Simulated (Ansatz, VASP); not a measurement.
**NbW (W-Nb-Nb-W stack, (111) layers): VASP beside Ansatz**

Wanted: the spread between two codes on one cell, functional and k mesh. The structure shown is the start of the Ansatz relaxation below; VASP solves that cell, so the two are compared at the walk's first step.

Main program and level: Ansatz 0.2.0; plane waves, with VASP 6.6.1 beside it; PBEsol.

**1. The starting structure**

The cell holds 4 atoms: 2 W and 2 Nb. Cell: a = 2.940 Å, b = 2.940 Å, c = 38.203 Å, α = 90.0°, β = 90.0°, γ = 120.0°. It derives from NbW. Vacuum lies along c. The height across the vacuum is the one that the program set for its solve, not the one typed.

**2. Ansatz: relaxation, PBEsol**

Ansatz runs on its PAW soft_1 files.

The two programs are compared at the cell with which this relaxation starts, whose forces are those of its first step.

Input file input.yaml:

```yaml
crystal:
  lattice:
    - [2.93997, 0.0, 0.0]
    - [-1.46998, 2.54609, 0.0]
    - [0.0, 0.0, 18.20142]
  atoms:
    - { symbol: W, position: [0.0, 0.0, 0.30217429] }
    - { symbol: Nb, position: [0.33333333, 0.66666667, 0.4340581] }
    - { symbol: Nb, position: [0.66666667, 0.33333333, 0.5659419] }
    - { symbol: W, position: [0.0, 0.0, 0.69782571] }
  periodic: [true, true, false]
kpoints:
  mp_grid: { grid: [9, 9, 1] }
hamiltonian:
  xc: pbesol
  pseudopotentials: { kind: paw, azcp: { folder: soft_1 }, xc_functional: pbe }
scf:
  occupations: { method: gaussian, width: 0.1 }
output:
  forces: true
  stress: true
  eigenvalues: true
relax:
  adjacent_minimum: "off"
  f_tol: 0.05
  max_steps: 80
  cell: { stress_2d_tol: 0.02 }
```

Launch:

```bash
> ansatz run input.yaml --threads 4 --pin off --max-ram 12288MiB --backend cpu --events-out ev --progress --plain --runs-dir out
```

Numbers of over 12 decimals in the logs are rounded to 6 here.

The program printed:

```text
Warning: crystal.periodic: the lattice vector that does not repeat stood 0.000° off the slab's normal, 18.201 Å along it as the deck builds it. The run solves the slab on a vector along the normal, 38.203 Å long, with every atom where it was (on the deck's vector they left 11.00 Å outside them, and the widest stretch free of ions among them is 2.40 Å). A fractional position that the run reports is one of the run's ce [...]
The last accepted step is kept in <dir> (removed where the run ends without a failure and the disk answers)
crystal.periodic: the lattice vector that does not repeat stood 0.000° off the slab's normal, 18.201 Å along it as the deck builds it. The run solves the slab on a vector along the normal, 38.203 Å long, with every atom where it was (on the deck's vector they left 11.00 Å outside them, and the widest stretch free of ions among them is 2.40 Å). A fractional position that the run reports is one of the run's cell, which [...]
Engine: ansatz 0.2.0, aarch64-unknown-linux-gnu
Pseudopotentials: kind: paw
Pseudopotential: W, paw, valence charge 14, recommended cutoff 420 eV (normal), soft_1/W.paw.azcp
Pseudopotential: Nb, paw, valence charge 13, recommended cutoff 420 eV (normal), soft_1/Nb.paw.azcp
Functional definition: PBEsol
  exchange = pbesol_x
  correlation = pbesol_c
Crystal: 4 atoms, lattice volume = 285.965 Å³
Basis set: ecut = 420 eV, 5503 PW (Γ), exchange–correlation on 40×40×512 points (8 copies of the dense FFT grid, shifted against one another)
Bands: 33, of which v1, the nominal top of the filled ones, is band 27 counted from 1 (26 counted from 0)
Symmetry: 12 space group operations
Space group: P-3m1 (ITA 164), of the structure as read, at distance tolerance 6.6e-5 Å
k-points: 12 of 81
Non-local potential: W, projectors of the file, l = 0: 3, l = 1: 2, l = 2: 2, l = 3: 1
Non-local potential: Nb, projectors of the file, l = 0: 3, l = 1: 2, l = 2: 2, l = 3: 1
PAW form: soft (Blöchl's): semilocal exchange-correlation on the pseudo side does not see the compensation charge
PAW frozen core: W, regenerated for the run's functional, and the local potential with it (the file was generated under x = pbe(κ = 0.804, μ = 0.219515), c = pbe(β = 0.066725))
PAW frozen core: Nb, regenerated for the run's functional, and the local potential with it (the file was generated under x = pbe(κ = 0.804, μ = 0.219515), c = pbe(β = 0.066725))
PAW one-centre angular grid: W, 590 points (default); XC on 64 Gauss nodes
PAW one-centre angular grid: Nb, 590 points (default); XC on 64 Gauss nodes
Initial density: superposition of atomic densities (neutral atoms: chi_scale 0, normalization atom)
Initial wavefunctions: pseudopotential atomic-orbital guess
Functional: x = pbesol(κ = 0.804, μ = 0.123457), c = pbesol(β = 0.046)
[...]
SCF iter   3: F=—  HF=-29502.081643 eV  |F-HF|=—  |Δ(HF+E_count)|=   8.88e-4  Δρ=4.08e-4  dr2=2.39e-3  ethr=4.08e-6  ⟨swp⟩=5.1  Hψ=1232  notcnv=0
SCF iter   4: F=—  HF=-29502.081527 eV  |F-HF|=—  |Δ(HF+E_count)|=   1.16e-4  Δρ=9.22e-5  dr2=2.88e-5  ethr=4.08e-6  ⟨swp⟩=3.3  Hψ=735  notcnv=0
SCF iter   5: F=—  HF=-29502.081545 eV  |F-HF|=—  |Δ(HF+E_count)|=   1.72e-5  Δρ=2.19e-5  dr2=3.65e-6  ethr=5.34e-8  ⟨swp⟩=4.4  Hψ=1035  notcnv=0
SCF iter   6: F=—  HF=-29502.081764 eV  |F-HF|=—  |Δ(HF+E_count)|=   2.20e-4  Δρ=6.94e-6  dr2=2.66e-7  ethr=6.76e-9  ⟨swp⟩=3.8  Hψ=899  notcnv=0
SCF iter   7: F=—  HF=-29502.081765 eV  |F-HF|=—  |Δ(HF+E_count)|=   1.76e-7  Δρ=2.05e-6  dr2=2.40e-8  ethr=4.93e-10  ⟨swp⟩=3.4  Hψ=846  notcnv=0
SCF iter   8: F=—  HF=-29502.081765 eV  |F-HF|=—  |Δ(HF+E_count)|=   2.43e-9  Δρ=5.53e-7  dr2=1.22e-9  ethr=4.45e-11  ⟨swp⟩=3.6  Hψ=900  notcnv=0
SCF iter   9: F=—  HF=-29502.081765 eV  |F-HF|=—  |Δ(HF+E_count)|=   1.51e-8  Δρ=1.53e-7  dr2=3.70e-11  ethr=2.26e-12  ⟨swp⟩=4.1  Hψ=980  notcnv=0
SCF iter  10: F=—  HF=-29502.081765 eV  |F-HF|=—  |Δ(HF+E_count)|=   1.42e-9  Δρ=3.63e-8  dr2=2.97e-12  ethr=1.00e-12  ⟨swp⟩=2.3  Hψ=487  notcnv=0
SCF iter  11: F=-29502.081765 eV  HF=-29502.081765 eV  |F-HF|=1.82e-11  |Δ(HF+E_count)|=  3.27e-10  Δρ=1.54e-8  dr2=1.17e-12  ethr=1.00e-12  ⟨swp⟩=19.7  Hψ=3251  notcnv=0
SCF 7 converged in 11 iterations: F = -29502.081765 eV  dr2 = 1.17e-12
relax step   7: F+E_penalty+E_count = -29502.08176469 eV  Δ(F+E_penalty+E_count) = -1.564e-3 eV  max|allowed force component| = 2.920e-3 eV/Å  Δτ_max = 0.0085 Å  P = -0.032 N/m  Ω = 246.460 Å³  energy of the carried Pulay correction = +2.307e-3 eV  fix = [c, alpha, beta]  reactions: c -0.000 N/m  (11 SCF iters, accepted)
[...]
relax step   8: F+E_penalty+E_count = -29502.08177006 eV  Δ(F+E_penalty+E_count) = -5.374e-6 eV  max|allowed force component| = 1.049e-4 eV/Å  Δτ_max = 0.0009 Å  P = -0.001 N/m  Ω = 246.448 Å³  energy of the carried Pulay correction = +2.307e-3 eV  fix = [c, alpha, beta]  reactions: c -0.000 N/m  (6 SCF iters, dr2 threshold 8.51e-10 eV, accepted)
[...]
relax step   9: F+E_penalty+E_count = -29502.08014528 eV  Δ(F+E_penalty+E_count) = +1.625e-3 eV  max|allowed force component| = 1.546e-4 eV/Å  Δτ_max = 0.0000 Å  P = -0.018 N/m  Ω = 246.448 Å³  fix = [c, alpha, beta]  reactions: c -0.000 N/m  stress off target by 1.84e-2 N/m on what of the cell is left free  SCF on the basis re-selected at this cell (its energy is not comparable with the rows above)  (7 SCF iters)
basis re-selected at this cell: Δ(F+E_penalty+E_count) = +1.625e-3 eV, ΔP = -0.017 N/m vs the last step (what re-selecting the basis moved, of the pressure what is left beyond the Pulay correction that the steps carried, after the strain that the cell walked since its last selection, with what the two solves' SCF thresholds leave and, on support functions, any second-order correction that the steps lacked; it is no m [...]
SCF converged after 7 iterations
Free energy (F): -29502.080145 eV
Harris-Foulkes:  -29502.080145 eV  (|F-HF|=4.73e-11)
Internal energy: -29502.058796 eV  (E = F + TS)
E sigma→0 (E₀):  -29502.069471 eV
Entropy (-TS):   -0.021349 eV (-5.337 meV/atom)
Fermi energy:    -5.471137 eV
--- Per-component energies (eV) ---
  E_band       = -1680.427074
  E_kinetic    = 1593.306435
  E_local      = -252807.025624  (includes V_loc(G=0)·N_el)
  E_nonlocal   = 150.237044
  E_hartree    = 125406.017572
  E_xc         = -859.662901
  E_vxc        = -860.587728  (∫ρ·V_xc dr)
  E_paw        = -22956.219357  (= ΣΔE_a)
  E_vpaw       = -568.392694  (= ΣTr[D̂ρ^β])
  E_aug_tail   = 0.000382  (compensation charges beyond the density's cutoff)
  E_ewald      = 119970.466519
  E_core_change = 0.821135  (= ΣΔE_core)
  E_smearing   = -0.021349  (= −TS)
  E_closure    = 0.000000  (closes the sum)
  Σ components = -29502.080145   (vs F -29502.080145, Δ=0.00e0)
--- Forces (eV/Å), atoms counted from 1 ---
  atom   1  W     -0.00000000    -0.00000000    -0.00008343
  atom   2  Nb    -0.00000000     0.00000000     0.00015461
  atom   3  Nb     0.00000000    -0.00000000    -0.00015461
  atom   4  W      0.00000000     0.00000000     0.00008343
  max |Σ_I F_I| component: 2.31e-18 eV/Å
--- 2D stress c σ (N/m, compression-positive) ---
       -0.018361      -0.000000      -0.000000
       -0.000000      -0.018361      -0.000000
        0.000000       0.000000       0.000000
  P = ½ c Tr σ = -0.0184 N/m
--- Band table (eV; the first three rows and the last of 12) ---
  k-point 0: bands = [... 23 lower, -5.6494, -5.6413, -5.6413, -5.6235, -5.6235, -5.1748, -5.0914, -5.0914, ... 2 higher]
  k-point 1: bands = [... 23 lower, -6.1621, -6.1008, -6.0171, -5.7815, -5.3747, -5.3123, -5.1423, -5.1243, ... 2 higher]
  k-point 2: bands = [... 23 lower, -6.6964, -6.6397, -6.5150, -6.3673, -5.6341, -4.9388, -3.8596, -3.8322, ... 2 higher]
  k-point 11: bands = [... 23 lower, -6.4493, -6.4493, -6.4052, -6.4052, -6.1256, -6.1256, -4.3598, -4.1699, ... 2 higher]
--- Relaxed structure (8 steps of the walk, 7 accepted, 1 SCFs on fresh bases) ---
  F+E_penalty+E_count = -29502.08014528 eV   max|allowed force component| = 1.546e-4 eV/Å   (the final SCF, on the basis selected at the relaxed cell)
  cell:  # Å, volume = 246.4484 Å³
    - [2.729291, -2.6798853962525555e-6, 0.0]
    - [-1.364643, 2.363637, 0.0]
    - [0.0, 0.0, 38.202835]
  atoms:
    - { symbol: W, position: [0, 0, 0.136849] }
    - { symbol: Nb, position: [0.333333, 0.666667, 0.203040] }
    - { symbol: Nb, position: [0.666667, 0.333333, 0.273402] }
    - { symbol: W, position: [0, 0, 0.339592] }
```

Reading the cycles: dr2 is the Hartree energy of the density residual (eV), the measure of convergence; HF is the Harris–Foulkes estimate of the energy, which meets the free energy F at convergence.

**3. VASP: single point, PBEsol, start cell**

The same cell, functional, mesh and smearing now go to VASP, with its own data sets.

Lines of VASP's logs that name or quote its potential files are left out, and so is its time.

Input file INCAR:

```
SYSTEM = NbW
PREC = Accurate
ENCUT = 520
EDIFF = 1E-06
NELM = 120
ISMEAR = 0
SIGMA = 0.1
LREAL = .FALSE.
ALGO = Normal
GGA = PS
NBANDS = 25
LASPH = .TRUE.
LORBIT = 11
LWAVE = .FALSE.
LCHARG = .FALSE.
ISIF = 2
LDIPOL = .TRUE.
IDIPOL = 3
DIPOL = 0.5 0.5 0.238
LVHAR = .TRUE.
GGA_COMPAT = .FALSE.
NELMDL = -8
KPAR = 2
```

Input file POSCAR:

```
NbW
1.0
    2.9399710000     -0.0000030000      0.0000000000
   -1.4699830000      2.5460910000      0.0000000000
    0.0000000000      0.0000000000     38.2028350000
W Nb
2 2
Direct
    0.0000000000      0.0000000000      0.1439683992
    0.0000000000      0.0000000000      0.3324732052
    0.3333334467      0.6666666667      0.2068033433
    0.6666665533      0.3333333333      0.2696382611
```

Input file KPOINTS:

```
Automatic mesh
0
Gamma
9 9 1
0 0 0
```

Potentials, in the order of the species: W and Nb_sv (PBE family, release 64).

Launch:

```bash
> mpirun -np 2 vasp_std
```

The program printed:

```text
[banner, memory and clock lines left out]
running    2 mpi-ranks, on    1 nodes
 distrk:  each k-point on    1 cores,    2 groups
 distr:  one band on    1 cores,    1 groups

 POSCAR found type information on POSCAR W Nb
 POSCAR found :  2 types and       4 ions
|                                                                             |
|               ----> ADVICE to this user running VASP <----                  |
|                                                                             |
|     You enforced a specific xc type in the INCAR file but a different       |
|     [... a line on the potential file left out ...]
|     I HOPE YOU KNOW WHAT YOU ARE DOING!                                     |
|                                                                             |

 LDA part: xc-table for (Slater+PW92), standard interpolation
 POSCAR, INCAR and KPOINTS ok, starting setup
 FFT: planning ... GRIDC
 FFT: planning ... GRID_SOFT
 FFT: planning ... GRID
 WAVECAR not read
 entering main loop
       N       E                     dE             d eps       ncg     rms          rms(c)
DAV:   1     0.286868165999E+03    0.28687E+03   -0.18428E+04   792   0.122E+03
DAV:   2    -0.114162732213E+02   -0.29828E+03   -0.29001E+03   777   0.375E+02
DAV:   3    -0.454393220650E+02   -0.34023E+02   -0.33222E+02  1039   0.100E+02
DAV:   4    -0.484872460936E+02   -0.30479E+01   -0.29465E+01   943   0.267E+01
DAV:   5    -0.486834670991E+02   -0.19622E+00   -0.17885E+00   983   0.583E+00
DAV:   6    -0.487070855992E+02   -0.23619E-01   -0.22577E-01   967   0.145E+00
DAV:   7    -0.487090398139E+02   -0.19542E-02   -0.19322E-02   992   0.274E-01
DAV:   8    -0.487092998091E+02   -0.26000E-03   -0.25891E-03  1063   0.751E-02    0.219E+01
DAV:   9    -0.599666094590E+02   -0.11257E+02   -0.12375E+02   951   0.343E+01    0.179E+01
DAV:  10    -0.562530350675E+02    0.37136E+01   -0.28511E+02   965   0.449E+01    0.169E+01
DAV:  11    -0.445751911630E+02    0.11678E+02   -0.62738E+01   934   0.286E+01    0.431E+00
DAV:  12    -0.446479684686E+02   -0.72777E-01   -0.29094E+00   859   0.864E+00    0.306E+00
DAV:  13    -0.446132057949E+02    0.34763E-01   -0.26453E-01  1135   0.305E+00    0.216E+00
DAV:  14    -0.445638984593E+02    0.49307E-01   -0.14759E-01   964   0.276E+00    0.420E-01
[...]
DAV:  22    -0.445614726980E+02   -0.83579E-04   -0.84395E-06   667   0.158E-02    0.564E-03
DAV:  23    -0.445615007049E+02   -0.28007E-04   -0.14313E-06   577   0.790E-03    0.283E-03
DAV:  24    -0.445615178895E+02   -0.17185E-04   -0.63507E-07   507   0.551E-03    0.219E-03
DAV:  25    -0.445615283103E+02   -0.10421E-04   -0.41431E-07   459   0.395E-03    0.171E-03
DAV:  26    -0.445615346638E+02   -0.63535E-05   -0.23964E-07   408   0.295E-03    0.159E-03
DAV:  27    -0.445615382426E+02   -0.35788E-05   -0.13196E-07   350   0.320E-03    0.734E-04
DAV:  28    -0.445615395776E+02   -0.13350E-05   -0.48310E-08   325   0.191E-03    0.268E-04
DAV:  29    -0.445615399387E+02   -0.36112E-06   -0.28029E-08   323   0.138E-03
   1 F= -.44561540E+02 E0= -.44549072E+02  d E =-.249358E-01
```

Parts of OUTCAR (step 3):

```text
ion  position               nearest neighbor table
   1  0.000  0.000  0.144-   3 2.94   3 2.94   3 2.94
   2  0.000  0.000  0.332-   4 2.94   4 2.94   4 2.94
   3  0.333  0.667  0.207-   4 2.94   4 2.94   4 2.94   1 2.94   1 2.94   1 2.94
   4  0.667  0.333  0.270-   3 2.94   3 2.94   3 2.94   2 2.94   2 2.94   2 2.94

  LATTYP: Found a hexagonal cell.
 ALAT       =     2.9399710000
 C/A-ratio  =    12.9942897396

 Subroutine GETGRP returns: Found 12 space group operations
 (whereof  6 operations were pure point group operations)

The static configuration has the point symmetry C_3v.
 The point group associated with its full space group is D_3d.

 Found     12 irreducible k-points:

   k-points           NKPTS =     12   k-points in BZ     NKDIM =     12   number of bands    NBANDS=     25

   dimension x,y,z NGX =    24 NGY =   24 NGZ =  288
   dimension x,y,z NGXF=    48 NGYF=   48 NGZF=  576

   ENCUT  =  520.0 eV  38.22 Ry    6.18 a.u.   5.47  5.47 71.03*2*pi/ulx,y,z

   NELECT =      38.0000    total number of electrons

 k-points in reciprocal lattice and weights: Automatic mesh
   0.00000000  0.00000000  0.00000000       0.012
   0.11111111  0.00000000  0.00000000       0.074
   0.22222222  0.00000000  0.00000000       0.074
   0.33333333  0.00000000  0.00000000       0.074
   0.44444444  0.00000000  0.00000000       0.074
   0.11111111  0.11111111  0.00000000       0.074
   0.22222222  0.11111111  0.00000000       0.148
   0.33333333  0.11111111  0.00000000       0.148
   0.44444444  0.11111111  0.00000000       0.074
   0.22222222  0.22222222  0.00000000       0.074
   0.33333333  0.22222222  0.00000000       0.148
   0.33333333  0.33333333  0.00000000       0.025

 dipolmoment           0.000000      0.000000      0.000000 electrons x Angstroem

 average (electrostatic) potential at core
       1 -46.7740       2 -46.7740       3 -89.6498       4 -89.6498

 E-fermi :  -1.5031

 k-point     1 :       0.0000    0.0000    0.0000
  band No.  band energies     occupation
    ...
     15      -1.7893      1.99995
     16      -1.6987      1.99433
     17      -1.6987      1.99433
     18      -1.5808      1.72843
     19      -1.5808      1.72842
     20      -1.3200      0.00962
     21      -1.3074      0.00564
     22      -1.3074      0.00564
     23      -1.2557      0.00047
     24      -1.2557      0.00047
    ...

 k-point     2 :       0.1111    0.0000    0.0000
  band No.  band energies     occupation
    ...
     14      -2.5753      2.00000
     15      -2.1872      2.00000
     16      -1.9580      2.00000
     17      -1.8787      2.00000
     18      -1.8079      1.99998
     19      -1.3453      0.02569
     20      -1.3394      0.02066
     21      -1.2638      0.00071
     22      -1.1847      0.00001
     23      -1.0157      0.00000
    ...

 k-point     3 :       0.2222    0.0000    0.0000
  band No.  band energies     occupation
    ...
     15      -2.8165      2.00000
     16      -2.5002      2.00000
     17      -2.3620      2.00000
     18      -2.2050      2.00000
     19      -1.6503      1.96261
     20      -1.3020      0.00446
     21      -0.8937      0.00000
     22      -0.5602      0.00000
     23      -0.4827      0.00000
     24      -0.1419      0.00000
    ...

  Total      -11.1681177    -11.1681170     -2.1365001      0.0000004     -0.0000000     -0.0000000
  in kB      -62.5717438    -62.5717402    -11.9701941      0.0000024     -0.0000000     -0.0000000
  external PRESSURE =     -45.7045594 kB  Pullay stress =       0.0000000 kB

  energy-cutoff  :      520.00
  volume of cell :      285.96
      direct lattice vectors                 reciprocal lattice vectors
     2.939971000 -0.000003000  0.000000000     0.340139610  0.196379251  0.000000000
    -1.469983000  2.546091000  0.000000000     0.000000401  0.392759170  0.000000000
     0.000000000  0.000000000 38.202835000     0.000000000  0.000000000  0.026176068

 POSITION                                       TOTAL-FORCE (eV/Angst)
 -----------------------------------------------------------------------------------
      0.00000      0.00000      5.50000        -0.000000     -0.000000      0.536157
      0.00000      0.00000     12.70142        -0.000000      0.000000     -0.536157
      0.00000      1.69739      7.90047        -0.000000      0.000000     -0.736213
      1.46999      0.84869     10.30095         0.000000     -0.000000      0.736213
 -----------------------------------------------------------------------------------
    total drift:                                0.000000      0.000000      0.000062

  FREE ENERGIE OF THE ION-ELECTRON SYSTEM (eV)
  ---------------------------------------------------
  free  energy   TOTEN  =       -44.5615399387 eV

  energy  without entropy=      -44.5366041268  energy(sigma->0) =      -44.54907203

 vacuum level on the upper side and lower side of the slab         3.483         3.483

 total charge
# of ion       s       p       d       tot
------------------------------------------
    1        0.646   0.437   3.859   4.942
    2        0.646   0.437   3.859   4.942
    3        2.227   6.022   2.403  10.652
    4        2.227   6.022   2.403  10.652
--------------------------------------------------
tot          5.745  12.919  12.524  31.188

[... 3 further parts left out ...]
```

The data set W keeps the semicore shell frozen, which is cheaper and a little less accurate.

**4. Side by side**

Known differences besides the potentials themselves: Ansatz cuts the interaction across the vacuum, VASP repeats the sheet with a dipole correction (LDIPOL); the data sets hold 54 valence electrons in Ansatz (on its PAW soft_1 files) and 38 in VASP; the cutoff is 420 eV in Ansatz and 520 eV in VASP; Ansatz makes its cores anew for this functional, VASP keeps those of its PBE data sets. Total energies have different zeros and are not compared.

Forces (eV/Å; atoms numbered as in POSCAR):

```tsv
atom	Ansatz x, y, z	VASP x, y, z
W1	0.000, 0.000, 0.455	0.000, 0.000, 0.536
W2	0.000, 0.000, -0.455	0.000, 0.000, -0.536
Nb3	0.000, 0.000, -0.671	0.000, 0.000, -0.736
Nb4	0.000, 0.000, 0.671	0.000, 0.000, 0.736
```

The forces differ by 42 meV/Å r.m.s., which is 11.4 % of the r.m.s. force of 0.372 eV/Å (both taken over all components). Where the cell holds vacuum, a pressure given here is an average over it and none of the material.

**5. Summary of results**

```yaml
r_m_s_force_difference_single_point_pbesol_start_cell: 11 % of the r.m.s. force
```

What this shows: The r.m.s. force difference is 11 % of the r.m.s. force (single point, PBEsol, start cell), beyond the 3 % picked in this series as the mark of a large difference. The data sets hold unlike numbers of valence electrons (54 in Ansatz and 38 in VASP), so part of the differences may come from the potentials. What causes the difference of the single point, PBEsol, start cell pair stays open here. Such differences can come from data sets, numerical settings and the points named under the comparisons, not from the functional's error against experiment.

[Lines on the potential files, build, host, timing and source positions are cut from VASP's logs without a mark.]

[Logs are printed without paths, hosts, clocks, repeated set-up lines and the standing remarks that a program may print on its own settings, such as how far it seeks lower states.]

[Hosts, paths, dates, database ids (printed as entryN), source tags and the programs' standing remarks are cut or masked in the printed files.]
